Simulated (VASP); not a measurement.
# Tc: surface energy and work function by face, part 5 of 5

How do surface energy, work function and relaxation of Tc depend on the face?

VASP 6.6.1; PBE; plane waves and PAW (Tc).

So far. Step 5 (Vacuum level and density of states, 8 atoms, face …): The vacuum level lies 4.63 eV above the Fermi level at the upper face; both faces agree, as the slab has next to no dipole. Step 6 (Relaxing the slab, 12 atoms, face Tc(10-10)): The run ended after 12 ionic steps, 0.169 eV below its first step, once the forces on the free atoms met EDIFFG = -0.03.

## Step 7: Vacuum level and density of states, 12 atoms, face Tc(10-10)

INCAR reads:

```
SYSTEM = Tc
PREC = Normal
ENCUT = 320
EDIFF = 1E-06
NELM = 120
ISMEAR = 1
SIGMA = 0.15
LREAL = .FALSE.
ALGO = Fast
GGA = PE
NBANDS = 54
LASPH = .TRUE.
LORBIT = 11
LWAVE = .FALSE.
LCHARG = .TRUE.
KPAR = 4
IDIPOL = 3
LDIPOL = .TRUE.
DIPOL = 0.5 0.5 0.5
LVHAR = .TRUE.
LVACPOTAV = .TRUE.
NEDOS = 1500
```

POSCAR reads:

```
Tc
1.0
    2.7446112931      0.0000000000      0.0000000000
    0.0000000000      4.3866683979      0.0000000000
    0.0000000000      0.0000000000     27.6768165511
Tc
12
Direct
    0.0000000000      0.0000000000      0.2754103675
    0.5000000000      0.0000000000      0.3562748126
    0.5000000000      0.5000000000      0.3004865816
    0.0000000000      0.0000000000      0.4431621527
    0.0000000000      0.5000000000      0.3847016399
    0.5000000000      0.0000000000      0.5290280116
    0.5000000000      0.5000000000      0.4709719884
    0.0000000000      0.0000000000      0.6152983601
    0.0000000000      0.5000000000      0.5568378473
    0.5000000000      0.0000000000      0.6995134184
    0.5000000000      0.5000000000      0.6437251874
    0.0000000000      0.5000000000      0.7245896325
```

KPOINTS reads:

```
Automatic mesh
0
Gamma
11 7 1
0 0 0
```

Potentials, in the order of the species: Tc (PBE family, release 64).

On the command line:

```console
$ mpirun -np 4 vasp_std
```

Log:

```text
[... set-up lines as in an earlier step ...]
 entering main loop
       N       E                     dE             d eps       ncg     rms          rms(c)
DAV:   1     0.332266530604E+03    0.33227E+03   -0.28411E+04  2616   0.902E+02
DAV:   2    -0.928664271016E+02   -0.42513E+03   -0.39379E+03  3138   0.221E+02
DAV:   3    -0.128949873925E+03   -0.36083E+02   -0.34174E+02  3968   0.547E+01
DAV:   4    -0.130829525580E+03   -0.18797E+01   -0.17960E+01  3760   0.121E+01
DAV:   5    -0.130928336787E+03   -0.98811E-01   -0.96940E-01  4176   0.259E+00    0.541E+01
RMM:   6    -0.159085235984E+03   -0.28157E+02   -0.13750E+02  3947   0.276E+01    0.309E+01
RMM:   7    -0.231988572929E+03   -0.72903E+02   -0.29027E+02  4564   0.454E+01    0.356E+01
RMM:   8    -0.138184566169E+03    0.93804E+02   -0.34610E+01  2977   0.178E+01    0.223E+01
RMM:   9    -0.132436278384E+03    0.57483E+01   -0.16621E+01  3947   0.849E+00    0.187E+01
RMM:  10    -0.122858211147E+03    0.95781E+01   -0.91063E+00  3514   0.677E+00    0.973E+00
RMM:  11    -0.121978083035E+03    0.88013E+00   -0.23890E+00  3837   0.366E+00    0.720E+00
RMM:  12    -0.121780598348E+03    0.19748E+00   -0.97474E-01  3950   0.205E+00    0.614E+00
RMM:  13    -0.121119906535E+03    0.66069E+00   -0.61358E-01  3804   0.161E+00    0.414E+00
RMM:  14    -0.120709007748E+03    0.41090E+00   -0.12001E+00  4036   0.208E+00    0.167E+00
RMM:  15    -0.120671755915E+03    0.37252E-01   -0.13622E-01  3904   0.863E-01    0.852E-01
RMM:  16    -0.120673479776E+03   -0.17239E-02   -0.66659E-02  3636   0.608E-01    0.896E-01
RMM:  17    -0.120661280832E+03    0.12199E-01   -0.24822E-02  3791   0.370E-01    0.399E-01
RMM:  18    -0.120661680059E+03   -0.39923E-03   -0.17119E-02  3858   0.237E-01    0.293E-01
RMM:  19    -0.120659982355E+03    0.16977E-02   -0.39570E-03  3301   0.168E-01    0.192E-01
RMM:  20    -0.120659863525E+03    0.11883E-03   -0.19637E-03  3607   0.103E-01    0.136E-01
RMM:  21    -0.120659477432E+03    0.38609E-03   -0.29346E-03  3775   0.110E-01    0.543E-02
RMM:  22    -0.120659488235E+03   -0.10803E-04   -0.32974E-04  3689   0.464E-02    0.321E-02
RMM:  23    -0.120659541401E+03   -0.53166E-04   -0.19443E-04  3369   0.342E-02    0.207E-02
RMM:  24    -0.120659572499E+03   -0.31098E-04   -0.64846E-05  3647   0.169E-02    0.232E-02
RMM:  25    -0.120659605499E+03   -0.33000E-04   -0.25025E-05  3433   0.120E-02    0.120E-02
RMM:  26    -0.120659631180E+03   -0.25681E-04   -0.14290E-05  3098   0.870E-03    0.507E-03
RMM:  27    -0.120659675322E+03   -0.44142E-04   -0.72299E-06  2647   0.601E-03    0.767E-03
RMM:  28    -0.120659706988E+03   -0.31665E-04   -0.31413E-06  2204   0.470E-03    0.297E-03
RMM:  29    -0.120659724928E+03   -0.17941E-04   -0.93421E-07  1807   0.239E-03    0.220E-03
RMM:  30    -0.120659732387E+03   -0.74584E-05   -0.48501E-07  1620   0.169E-03    0.109E-03
RMM:  31    -0.120659739085E+03   -0.66985E-05   -0.72623E-07  1637   0.175E-03    0.789E-04
RMM:  32    -0.120659739360E+03   -0.27436E-06   -0.13143E-07   946   0.101E-03
 [... a notice as in an earlier step ...]

   1 F= -.12065974E+03 E0= -.12065866E+03  d E =-.324628E-02
```

The job ended after 2.8 min (4 MPI ranks of AMD EPYC 7R43, shared host; peak memory 0.9 GiB).

Parts of OUTCAR (step 7):

```text
   NELECT =      84.0000    total number of electrons

 dipolmoment           0.000000      0.000000     -0.000000 electrons x Angstroem

 E-fermi :   4.6737

 k-point     1 :       0.0000    0.0000    0.0000
  band No.  band energies     occupation
    ...
     44       4.2570      2.00061
     45       4.3417      2.00756
     46       4.5987      1.73993
     47       4.6195      1.56940
     48       4.7088      0.61576
     49       4.8237     -0.05024
     50       4.8790     -0.06571
     51       5.0155     -0.00587
     52       5.7111     -0.00000
     53       5.8231     -0.00000
    ...

  Total       -4.2820673     -7.4492758     -0.8396178      0.0000000      0.0000000      0.0000000
  in kB      -20.5888594    -35.8173002     -4.0370156      0.0000000      0.0000000      0.0000000
  external PRESSURE =     -20.1477251 kB  Pullay stress =       0.0000000 kB

 POSITION                                       TOTAL-FORCE (eV/Angst)
 -----------------------------------------------------------------------------------
      0.00000      0.00000      7.62248         0.000000      0.000000      0.015831
      1.37231      0.00000      9.86055         0.000000      0.000000     -0.035343
      1.37231      2.19333      8.31651         0.000000      0.000000      0.020750
      0.00000      0.00000     12.26532         0.000000      0.000000     -0.004295
      0.00000      2.19333     10.64732         0.000000      0.000000      0.008971
      1.37231      0.00000     14.64181         0.000000      0.000000      0.001016
      1.37231      2.19333     13.03501         0.000000      0.000000     -0.001016
      0.00000      0.00000     17.02950         0.000000      0.000000     -0.008971
      0.00000      2.19333     15.41150         0.000000      0.000000      0.004295
      1.37231      0.00000     19.36030         0.000000      0.000000     -0.020750
      1.37231      2.19333     17.81626         0.000000      0.000000      0.035343
      0.00000      2.19333     20.05433         0.000000      0.000000     -0.015831
 -----------------------------------------------------------------------------------
    total drift:                                0.000000     -0.000000      0.000000

  FREE ENERGIE OF THE ION-ELECTRON SYSTEM (eV)
  ---------------------------------------------------
  free  energy   TOTEN  =      -120.6597393596 eV

  energy  without entropy=     -120.6564930762  energy(sigma->0) =     -120.65865727

 vacuum level on the upper side and lower side of the slab         9.159         9.159

[... 8 parts as in an earlier step ...]

[... 9 further parts left out ...]
```

This step gave:

* electronic cycles: 32
* Fermi energy: 4.674 eV
* vacuum levels: 9.159, 9.159 eV
* work functions of the upper and lower face: 4.485, 4.485 eV

The planar average of the electrostatic potential oscillates, so the rows of the table below give means over windows of 2.36 Å about each position, cut where the curve ends. Its maxima inside the range that stand out by 2 % of the span (Å: eV): 9.1: -7.26, 11.4: -5.85, 13.8: -6.01, 16.3: -5.85, 18.6: -7.26. Its minima: 8.0: -21.1, 10.2: -20.1, 12.6: -20.2, 15.0: -20.2, 17.5: -20.1, 19.7: -21.1.

Zero at the Fermi level. Planar average of the electrostatic potential against height; means over each step:

```tsv
height (Å)	planar average of the electrostatic potential (eV)
1.18	4.49
3.54	4.48
5.90	2.57
8.26	-13.6
10.62	-13.1
12.98	-13.1
15.34	-13.1
17.70	-13.5
20.06	-11.7
22.42	4.12
24.78	4.48
27.14	4.49
```

Density of states in the PAW spheres, an atom over height of the layer and energy from the Fermi level.

Ten even steps from '_' (0.00 states/eV) to '@' (1.82 states/eV), each cell a mean:
```
++++--============--++++
##++++==++++++++==++++##
%%**++++########++++**%%
@@**++##@@####@@##++**@@
@@%%**%%%%%%%%%%%%**%%@@
%%%%##%%########%%##%%%%
**##%%############%%##**
++++++============++++++
%%%%****##****##****%%%%
****++++++++++++++++****
==**##**########**##**==
==++++==++++++++==++++==
++####************####++
++##@@%%########%%@@##++
--==##****++++****##==--
__..::::::::::::::::..__
________________________
________________________
________________________
________________________
________________________
________________________
```
Columns: height of the layer (Å) from 7.6 to 20.1 (not evenly spaced); rows upwards: energy from the Fermi level (eV) from -7.9 to 0.5.

Valence density in the ca plane at fractional y = 0.000, with atoms of Tc within 0.2 Å of it. It is the smooth field of the valence electrons, not physical close to the nuclei.

Values in e/Å³, 5 rows by 16 columns, each cell a mean:
```
0.4 0.4 0.6 1.4 0.5 0.5 0.4 0.8 1.3 0.4 0.5 0.2 0.0 0.0 0.0 0.0
1.0 1.0 0.4 0.6 0.4 1.2 0.8 0.4 0.5 0.5 1.3 0.4 0.0 0.0 0.0 0.0
1.3 1.3 0.3 0.4 0.4 1.6 1.0 0.3 0.4 0.5 1.8 0.5 0.0 0.0 0.0 0.0
0.7 0.7 0.4 0.8 0.4 0.9 0.6 0.5 0.7 0.5 1.0 0.3 0.0 0.0 0.0 0.0
0.4 0.3 0.7 1.7 0.5 0.4 0.3 0.9 1.5 0.4 0.4 0.2 0.0 0.0 0.0 0.0
```
Columns run along c (16.0 Å, from fractional 0.33 to 0.91 of the cell), rows up along a (2.7 Å). Atoms in or near the plane, at fractional coordinates: Tc at (0.36, 0.50), Tc at (0.44, 0.00), Tc at (0.53, 0.50), Tc at (0.62, 0.00), Tc at (0.70, 0.50).

The map of layer states is cut here 0.5 eV above the Fermi level, so it leaves out the states above that.

The vacuum level lies 4.49 eV above the Fermi level at the upper face; both faces agree, as the slab has next to no dipole.

The program found no field-free point at its default tolerance, but its printed level agrees with the flat part of the planar average.

On this mesh the fine structure of the density of states is sampling noise, and high empty states may be cut by the number of bands.

## Step 8: The faces side by side

This step: surfaces of a metal, PBE; plane waves and PAW (VASP 6.6.1).

No new run; the numbers come from the runs before.

Symmetric slabs, all atoms free. All faces:

```tsv
face	layers	area a surface atom (Å²)	work function (eV)	surface energy as cut (J/m²)	surface energy relaxed (J/m²)	change of the top spacing (%)
Tc(0001)	8	6.524	4.633	2.531	2.154	-7.58
Tc(10-10)	12	12.04	4.485	2.669	2.557	-12.4
```

Each surface energy is the slab's energy less its number of atoms times the bulk energy of -10.3751 eV, over twice the cell's area.

## Step 9: Outcome

| Item | Value |
| --- | --- |
| Tc(0001) | 2.15 J/m², 4.63 eV |
| Tc(10-10) | 2.56 J/m², 4.49 eV |

The cheapest face is Tc(0001) at 2.15 J/m², against 2.56 for Tc(10-10). The work functions are 4.63 eV for Tc(0001) and 4.49 eV for Tc(10-10). The densest face has the highest work function, as the smoothing of the electron density over an open face lowers the surface dipole. The densest face is also the cheapest, since it cuts the fewest bonds an area. The top spacing changes by -7.6 % on Tc(0001) and -12.4 % on Tc(10-10). Of the two ends of the prism face, the one with the short outer spacing was run. One thickness was run for each face, and bulk and slab meshes don't match, which leaves some hundredths of a J/m². The cells are 1 × 1 and can't reconstruct.

[Lines on the potential files, build, host, timing and source positions are cut from VASP's logs without a mark.]

[Logs are printed without paths, hosts, clocks, repeated set-up lines and the standing remarks that a program may print on its own settings, such as how far it seeks lower states.]

[Hosts, paths, dates, database ids (printed as entryN), source tags and the programs' standing remarks are cut or masked in the printed files.]

[Runs that stopped without an error message from VASP are left out.]
